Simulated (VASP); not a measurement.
# A VASP study of CaHf (RPBE): structure first, properties next, part 5 of 5

What structure does CaHf take at this level, and what are its properties? The cell is invented: it takes the structure of COD entry 1522699, ZrHg (space group 123 there), with all of its atoms replaced by other elements, volume scaled by an estimate. It may not be a known or stable phase.

VASP 6.6.1, plane waves and PAW; the level of theory is named at each step.

Still holding for the runs below: The k-mesh is coarse for a metal.

So far. Step 13 (Volume scan with RPBE, volume scale 1.06): The pressure falls from -1.62 to -2.31 GPa. The parabola predicted -2.30 GPa, which holds within 0.01 GPa. Step 15 (Fit for RPBE): The fit over cells of fixed shape and fractional positions puts the volume +0.03 % from the relaxed one. The relaxed cell has a = 3.293, c = 5.326 Å (conventional setting).

### Step 16. Bands along the symmetry lines (RPBE + SOC)

This step: RPBE, spin-orbit coupling; plane waves and PAW (Hf_pv, Ca_sv); invented cell (VASP 6.6.1).

The mesh alone shows little of the dispersion and can miss band extrema, so KPOINTS_OPT adds a path through the symmetry points after the self-consistent cycle. Spin-orbit coupling needs spinors and the noncollinear program, where each band holds one electron.

The input, INCAR:

```
SYSTEM = CaHf
PREC = Accurate
ENCUT = 400
EDIFF = 1E-06
NELM = 100
ISMEAR = 1
SIGMA = 0.2
LREAL = .FALSE.
ALGO = Normal
GGA = RP
LNONCOLLINEAR = .TRUE.
MAGMOM = 0 0 0 0 0 0
NBANDS = 32
GGA_COMPAT = .FALSE.
LASPH = .TRUE.
LSORBIT = .TRUE.
LMAXMIX = 4
LORBIT = 11
LWAVE = .FALSE.
LCHARG = .FALSE.
```

The input, POSCAR:

```
CaHf
1.0
    3.2929099165      0.0000000000      0.0000000000
    0.0000000000      3.2929099165      0.0000000000
    0.0000000000      0.0000000000      5.3264748179
Hf Ca
1 1
Direct
    0.5000000000      0.5000000000      0.5000000000
    0.0000000000      0.0000000000      0.0000000000
```

The input, KPOINTS:

```
Automatic mesh
0
Gamma
7 7 4
0 0 0
```

The input, KPOINTS_OPT:

```
Line mode
16
Line-mode
Reciprocal
  0.00000000   0.00000000   0.00000000 GAMMA
  0.00000000   0.50000000   0.00000000 X

  0.00000000   0.50000000   0.00000000 X
  0.50000000   0.50000000   0.00000000 M

  0.50000000   0.50000000   0.00000000 M
  0.00000000   0.00000000   0.00000000 GAMMA

  0.00000000   0.00000000   0.00000000 GAMMA
  0.00000000   0.00000000   0.50000000 Z

  0.00000000   0.00000000   0.50000000 Z
  0.00000000   0.50000000   0.50000000 R

  0.00000000   0.50000000   0.50000000 R
  0.50000000   0.50000000   0.50000000 A

  0.50000000   0.50000000   0.50000000 A
  0.00000000   0.00000000   0.50000000 Z

  0.00000000   0.50000000   0.00000000 X
  0.00000000   0.50000000   0.50000000 R

  0.50000000   0.50000000   0.00000000 M
  0.50000000   0.50000000   0.50000000 A
```

Potentials, in the order of the species: Hf_pv and Ca_sv (PBE family, release 64).

Started as:

```console
$ mpirun -np 1 vasp_ncl
```

The program printed:

```text
[... set-up lines as in an earlier step ...]
 entering main loop
       N       E                     dE             d eps       ncg     rms          rms(c)
DAV:   1     0.122760455591E+03    0.12276E+03   -0.90694E+03  1920   0.978E+02
DAV:   2    -0.452832960046E+01   -0.12729E+03   -0.12403E+03  2192   0.303E+02
DAV:   3    -0.113129586352E+02   -0.67846E+01   -0.66092E+01  3272   0.517E+01
DAV:   4    -0.117346045478E+02   -0.42165E+00   -0.42028E+00  2672   0.942E+00
DAV:   5    -0.117527506729E+02   -0.18146E-01   -0.18144E-01  2880   0.172E+00    0.361E+01
DAV:   6    -0.109005605018E+02    0.85219E+00   -0.55990E+00  2416   0.898E+00    0.233E+01
DAV:   7    -0.107608220765E+02    0.13974E+00   -0.99240E-01  2288   0.434E+00    0.129E+01
DAV:   8    -0.107749280600E+02   -0.14106E-01   -0.15324E-01  2488   0.221E+00    0.303E+00
DAV:   9    -0.107534855266E+02    0.21443E-01   -0.67040E-02  2600   0.994E-01    0.929E-01
DAV:  10    -0.107511896402E+02    0.22959E-02   -0.89787E-03  2424   0.457E-01    0.325E-01
DAV:  11    -0.107511942246E+02   -0.45845E-05   -0.71596E-04  2464   0.137E-01    0.143E-01
DAV:  12    -0.107511973935E+02   -0.31689E-05   -0.55760E-05  2984   0.356E-02    0.612E-02
DAV:  13    -0.107512011658E+02   -0.37722E-05   -0.18529E-05  2392   0.319E-02    0.282E-02
DAV:  14    -0.107512013131E+02   -0.14731E-06   -0.18537E-06  2320   0.846E-03
   1 F= -.10751201E+02 E0= -.10748987E+02  d E =-.664220E-02  mag=    -0.0000     0.0000     0.0000
 Start KPOINTS_OPT (optional k-point list driver)
k-point batch [1-30\144]
       N       E                     dE             ncg
DAV:   1    -0.620162798970E+04   -0.18378E+05     1944
DAV:   2    -0.100209605484E+05   -0.38193E+04     2160
DAV:   3    -0.102276339937E+05   -0.20667E+03     3224
DAV:   4    -0.102402746358E+05   -0.12641E+02     2824
DAV:   5    -0.102408201203E+05   -0.54548E+00     2864
DAV:   6    -0.102408346234E+05   -0.14503E-01     2776
DAV:   7    -0.102408350357E+05   -0.41231E-03     2920
DAV:   8    -0.102408350518E+05   -0.16116E-04     2592
DAV:   9    -0.102408350524E+05   -0.55718E-06     1776
[...]
k-point batch [121-144\144]
       N       E                     dE             ncg
DAV:   1    -0.189756923556E+04   -0.21462E+05     1560
DAV:   2    -0.479009872425E+04   -0.28925E+04     1648
DAV:   3    -0.493619202100E+04   -0.14609E+03     2504
DAV:   4    -0.494347468840E+04   -0.72827E+01     2184
DAV:   5    -0.494386556344E+04   -0.39088E+00     2344
DAV:   6    -0.494387322688E+04   -0.76634E-02     2224
DAV:   7    -0.494387345660E+04   -0.22972E-03     2416
DAV:   8    -0.494387346430E+04   -0.77031E-05     2040
DAV:   9    -0.494387346462E+04   -0.31849E-06     1416
```

The job ended after 6.9 min (1 MPI rank of AMD EPYC 7R43, shared host; peak memory 0.25 GiB).

OUTCAR, selected parts (step 16):

```text
   k-points           NKPTS =     30   k-points in BZ     NKDIM =     30   number of bands    NBANDS=     32

   NELECT =      20.0000    total number of electrons

 E-fermi :   3.3709

 k-point     1 :       0.0000    0.0000    0.0000
  band No.  band energies     occupation
    ...
     16      -2.1221      1.00000
     17       1.5841      1.00000
     18       1.5841      1.00000
     19       2.6480      1.00000
     20       2.6480      1.00000
     21       4.2081     -0.00000
     22       4.2081     -0.00000
     23       5.5630     -0.00000
     24       5.5630     -0.00000
     25       5.6805     -0.00000
    ...

  Total       -0.0482158     -0.0482158      0.0566395      0.0000000      0.0000000      0.0000000
  in kB       -1.3375212     -1.3375212      1.5711956      0.0000000      0.0000000      0.0000000
  external PRESSURE =      -0.3679489 kB  Pullay stress =       0.0000000 kB

 POSITION                                       TOTAL-FORCE (eV/Angst)
 -----------------------------------------------------------------------------------
      1.64645      1.64645      2.66324         0.000000      0.000000      0.000000
      0.00000      0.00000      0.00000         0.000000      0.000000      0.000000
 -----------------------------------------------------------------------------------
    total drift:                                0.000000     -0.000000     -0.000000

  FREE ENERGIE OF THE ION-ELECTRON SYSTEM (eV)
  ---------------------------------------------------
  free  energy   TOTEN  =       -10.7512013131 eV

  energy  without entropy=      -10.7445591127  energy(sigma->0) =      -10.74898725

 Spin-Orbit-Coupling matrix elements
 Ion:    1  E_soc:     -1.3850750
 Ion:    2  E_soc:     -0.0047179

 magnetization (x)
# of ion       s       p       d       tot
------------------------------------------
    1        0.000  -0.000   0.000   0.000
    2        0.000   0.000  -0.000  -0.000
--------------------------------------------------
tot          0.000  -0.000   0.000   0.000

 magnetization (y)
# of ion       s       p       d       tot
------------------------------------------
    1        0.000   0.000  -0.000   0.000
    2       -0.000   0.000   0.000  -0.000
--------------------------------------------------
tot          0.000   0.000  -0.000   0.000

 magnetization (z)
# of ion       s       p       d       tot
------------------------------------------
    1       -0.000  -0.000  -0.000  -0.000
    2       -0.000  -0.000   0.000   0.000
--------------------------------------------------
tot         -0.000  -0.000   0.000  -0.000

[... 6 parts as in an earlier step ...]

[... 10 further parts left out ...]
```

LASPH is on here and off in scalar runs of this session, so a comparison with those holds both changes.

This step gave:

* SCF cycles: 14
* bands: 32
* irreducible k-points: 30
* free energy (TOTEN): -10.75 eV
* energy at zero smearing: -10.75 eV
* Fermi energy: 3.371 eV
* pressure: -0.03679 GPa

On-site spin-orbit energy by atom:

```csv
atom,on-site spin-orbit energy (eV)
Hf1,-1.39
Ca2,0.00
```

Electronic bands along the path, in eV, zero at the Fermi level; # counts the bands kept in this run, so #1 is VASP's band 15:

```csv
point,#3,#4,#5,#6,#7,#8,#9,#10
Γ,-1.79,-1.79,-0.72,-0.72,0.84,0.84,2.19,2.19
0.53 of the way,-0.86,-0.86,-0.23,-0.23,0.02,0.02,1.47,1.47
X,-1.07,-1.07,-0.50,-0.50,0.10,0.10,0.84,0.84
0.53 of the way,-1.29,-1.29,-0.52,-0.52,-0.02,-0.02,0.85,0.85
M,-1.33,-1.33,-0.62,-0.62,-0.52,-0.52,2.29,2.29
0.53 of the way,-0.57,-0.57,-0.10,-0.10,0.36,0.36,0.79,0.79
Γ,-1.79,-1.79,-0.72,-0.72,0.84,0.84,2.19,2.19
0.47 of the way,-2.14,-2.14,-0.64,-0.64,0.57,0.57,2.00,2.00
Z,-2.92,-2.92,-0.53,-0.53,0.56,0.56,1.75,1.75
0.53 of the way,-2.18,-2.18,0.01,0.01,0.55,0.55,0.78,0.78
R,-1.69,-1.69,0.20,0.20,0.58,0.58,0.69,0.69
0.47 of the way,-1.04,-1.04,-0.56,-0.56,0.09,0.09,1.27,1.27
A,-0.10,-0.10,-0.07,-0.07,0.06,0.06,1.12,1.12
0.47 of the way,-1.48,-1.48,0.41,0.41,0.61,0.61,0.74,0.74
Z,-2.92,-2.92,-0.53,-0.53,0.56,0.56,1.75,1.75
jump to X,-1.07,-1.07,-0.50,-0.50,0.10,0.10,0.84,0.84
0.47 of the way,-1.43,-1.43,-0.10,-0.10,0.20,0.20,0.90,0.90
R,-1.69,-1.69,0.20,0.20,0.58,0.58,0.69,0.69
jump to M,-1.33,-1.33,-0.62,-0.62,-0.52,-0.52,2.29,2.29
0.53 of the way,-0.85,-0.85,-0.37,-0.37,-0.27,-0.27,1.65,1.65
A,-0.10,-0.10,-0.07,-0.07,0.06,0.06,1.12,1.12
```

Of the projections kept (Hf, Ca), the largest for each band there, as a share of the weight inside these atoms' spheres; weight between the spheres isn't counted:

```csv
point,#3,#4,#5,#6,#7,#8,#9,#10
Γ,Hf 0.74,Hf 0.74,Hf 0.93,Hf 0.93,Hf 0.79,Hf 0.79,Ca 0.84,Ca 0.84
X,Hf 0.65,Hf 0.65,Hf 0.94,Hf 0.94,Hf 0.96,Hf 0.96,Ca 0.69,Ca 0.69
M,Hf 0.54,Hf 0.54,Hf 0.76,Hf 0.76,Hf 0.75,Hf 0.75,Hf 0.86,Hf 0.86
Γ,Hf 0.74,Hf 0.74,Hf 0.93,Hf 0.93,Hf 0.79,Hf 0.79,Ca 0.84,Ca 0.84
Z,Ca 0.54,Ca 0.54,Hf 1.00,Hf 1.00,Hf 0.98,Hf 0.98,Ca 1.00,Ca 1.00
R,Hf 0.76,Hf 0.76,Hf 0.87,Hf 0.87,Hf 0.67,Hf 0.67,Hf 0.90,Hf 0.90
```

There is no gap at this level.

### Step 17. Band structure (RPBE) with a changed input

This step: RPBE; plane waves and PAW (Hf_pv, Ca_sv); invented cell (VASP 6.6.1).

The mesh alone shows little of the dispersion and can miss band extrema, so KPOINTS_OPT adds a path through the symmetry points after the self-consistent cycle. Some settings are moved from the usual, to see what they do.

The input, INCAR:

```
SYSTEM = CaHf
PREC = Accurate
ENCUT = 200
EDIFF = 1E-06
NELM = 100
ISMEAR = 1
SIGMA = 0.2
LREAL = .FALSE.
ALGO = Normal
GGA = RP
LORBIT = 11
LWAVE = .FALSE.
LCHARG = .FALSE.
```

POSCAR is that of step 16.

The input, KPOINTS:

```
Automatic mesh
0
Gamma
8 8 5
0 0 0
```

KPOINTS_OPT is that of step 16.

Started as:

```console
$ mpirun -np 1 vasp_std
```

The program printed:

```text
[... set-up lines as in an earlier step ...]
 entering main loop
       N       E                     dE             d eps       ncg     rms          rms(c)
DAV:   1     0.486547144466E+02    0.48655E+02   -0.69133E+03  1514   0.680E+02
DAV:   2    -0.930112279554E+01   -0.57956E+02   -0.57395E+02  1566   0.198E+02
DAV:   3    -0.110643168396E+02   -0.17632E+01   -0.17461E+01  2068   0.264E+01
DAV:   4    -0.110905821273E+02   -0.26265E-01   -0.26104E-01  1594   0.331E+00
DAV:   5    -0.110915105118E+02   -0.92838E-03   -0.92801E-03  2002   0.434E-01    0.273E+01
DAV:   6    -0.102544985004E+02    0.83701E+00   -0.81823E+00  1522   0.947E+00    0.190E+01
DAV:   7    -0.101200401420E+02    0.13446E+00   -0.13983E+00  1580   0.435E+00    0.746E+00
DAV:   8    -0.101113064933E+02    0.87336E-02   -0.12691E-01  1726   0.173E+00    0.107E+00
DAV:   9    -0.101069975139E+02    0.43090E-02   -0.27553E-02  1634   0.653E-01    0.510E-01
DAV:  10    -0.101066884356E+02    0.30908E-03   -0.32781E-03  1722   0.227E-01    0.849E-02
DAV:  11    -0.101067026996E+02   -0.14264E-04   -0.11440E-04  1674   0.645E-02    0.246E-02
DAV:  12    -0.101067089173E+02   -0.62178E-05   -0.81945E-06  1918   0.192E-02    0.937E-03
DAV:  13    -0.101067088150E+02    0.10230E-06   -0.68836E-07  1170   0.328E-03
   1 F= -.10106709E+02 E0= -.10105732E+02  d E =-.293006E-02
 Start KPOINTS_OPT (optional k-point list driver)
k-point batch [1-45\144]
       N       E                     dE             ncg
DAV:   1    -0.124236800537E+05   -0.27253E+05     1504
DAV:   2    -0.152301048520E+05   -0.28064E+04     1572
DAV:   3    -0.153175714037E+05   -0.87467E+02     2066
DAV:   4    -0.153190734901E+05   -0.15021E+01     1726
DAV:   5    -0.153191019793E+05   -0.28489E-01     2018
DAV:   6    -0.153191022973E+05   -0.31801E-03     1738
DAV:   7    -0.153191023007E+05   -0.33537E-05     1502
DAV:   8    -0.153191023009E+05   -0.21425E-06     1326
[...]
k-point batch [136-144\144]
       N       E                     dE             ncg
DAV:   1     0.117482091808E+05   -0.73275E+04      316
DAV:   2     0.112382996418E+05   -0.50991E+03      330
DAV:   3     0.112256411508E+05   -0.12658E+02      356
DAV:   4     0.112253025935E+05   -0.33856E+00      338
DAV:   5     0.112252912534E+05   -0.11340E-01      364
DAV:   6     0.112252910051E+05   -0.24836E-03      350
DAV:   7     0.112252910027E+05   -0.23349E-05      290
DAV:   8     0.112252910026E+05   -0.91608E-07      198
```

Run time: 34 s. Hardware: 1 MPI rank; peak memory 0.1 GiB.

From OUTCAR (step 17):

```text
   ENCUT  =  200.0 eV  14.70 Ry    3.83 a.u.   3.80  3.80  6.14*2*pi/ulx,y,z

   NELECT =      20.0000    total number of electrons

 E-fermi :   3.4054

 k-point     1 :       0.0000    0.0000    0.0000
  band No.  band energies     occupation
    ...
      6     -18.3501      2.00000
      7     -18.3501      2.00000
      8      -2.0709      2.00000
      9       1.6553      2.00000
     10       2.6795      2.00000
     11       4.2447     -0.00000
     12       5.6178     -0.00000
     13       5.8478     -0.00000
     14       5.8478     -0.00000

  Total       -1.2550767     -1.2550767     -1.3128139      0.0000000     -0.0000000      0.0000000
  in kB      -34.8161927    -34.8161927    -36.4178393      0.0000000     -0.0000000      0.0000000
  external PRESSURE =     -35.3500749 kB  Pullay stress =       0.0000000 kB

 POSITION                                       TOTAL-FORCE (eV/Angst)
 -----------------------------------------------------------------------------------
      1.64645      1.64645      2.66324         0.000000      0.000000      0.000000
      0.00000      0.00000      0.00000         0.000000      0.000000      0.000000
 -----------------------------------------------------------------------------------
    total drift:                                0.000000      0.000000      0.000000

  FREE ENERGIE OF THE ION-ELECTRON SYSTEM (eV)
  ---------------------------------------------------
  free  energy   TOTEN  =       -10.1067088150 eV

  energy  without entropy=      -10.1037787568  energy(sigma->0) =      -10.10573213

[... 5 parts as in an earlier step ...]

[... 11 further parts left out ...]
```

The run converged; its settings lie outside those of the reference runs, so its numbers are set aside.

Against the sound run on this cell (bands along the symmetry lines (RPBE)) the energy at zero smearing moves by -26.8 meV an atom and the pressure by -3.49 GPa.

Settings moved from the usual: ENCUT = 200.

The cutoff falls from 400 to 200 eV, which shrinks the basis; the stress suffers most (Pulay stress), and PAW energies need not rise evenly as the basis shrinks.

### Step 18. Summary of results

```yaml
relaxed_volume: 28.88 Å³/atom
relaxed_conventional_cell_a_b_c: 3.293, 3.293, 5.326 Å
space_group_after_relaxing_within_0p02_a: P4/mmm (No. 123)
band_gap: none, a metal
dos_at_the_fermi_level: 3.69 states/eV/cell
bulk_modulus_from_the_fit: 43.2 GPa
volume_from_the_fit: 28.9 Å³/atom
band_gap_rpbe_soc: none, a metal
```

What this shows: With RPBE, CaHf relaxes to 28.88 Å³/atom in space group P4/mmm (held by the symmetry of the run), comes out as a metal and has a bulk modulus of 43.2 GPa. Bands along the symmetry lines (RPBE): Of the bands kept, 2 cross the Fermi level on this path. Bands along the symmetry lines (RPBE + SOC): Of the bands kept, 4 cross the Fermi level on this path (spinor bands, one electron each). LASPH was switched on together with spin-orbit coupling, so shifts put down to the coupling hold both changes, and that of the mesh where it differs. The k-sampling is coarse for a metal, so the Fermi level, pressures and the shape of the cell carry errors. No search among competing phases was made. All values are for a static lattice at zero temperature.

[Lines on the potential files, build, host, timing and source positions are cut from VASP's logs without a mark.]

[Logs are printed without paths, hosts, clocks, repeated set-up lines and the standing remarks that a program may print on its own settings, such as how far it seeks lower states.]

[Hosts, paths, dates, database ids (printed as entryN), source tags and the programs' standing remarks are cut or masked in the printed files.]

[A measured line is paired with the nearest computed mode of its activity, which favours agreement.]

[In band tables of VASP the shares of atoms and orbitals are scaled to a sum of 1 inside the atoms' spheres.]
